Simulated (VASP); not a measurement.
Consider the following.

```
HfB2
1.0
    1.57781    -2.73285     0.00000
    1.57781     2.73285     0.00000
    0.00000     0.00000     3.58046
Hf B
1 2
Direct
  0.00000   0.00000   0.00000
  0.33333   0.66667   0.50000
  0.66667   0.33333   0.50000
```

Computed with vdW-DF2, VASP's PBE PAW potentials (set 64) (plane waves; VASP). Run with 520 eV cut-off, 12×12×10 Γ-centred mesh, tetrahedra with Blöchl corrections, potentials Hf_pv B.

The cores are frozen, which limits the accuracy of field gradients.

Q: Give the principal components of the electric field gradient (V/Å²) and the asymmetry η at each nucleus.

A: 
```
atom    Vxx    Vyy   Vzz     η
----  -----  -----  ----  ----
Hf1   -39.8  -39.8  79.7  0.00
B2     -1.5   -1.5   2.9  0.00
B3     -1.5   -1.5   2.9  0.00
```

The compound is HfB2 in the AlB2 type structure. It was relaxed first.
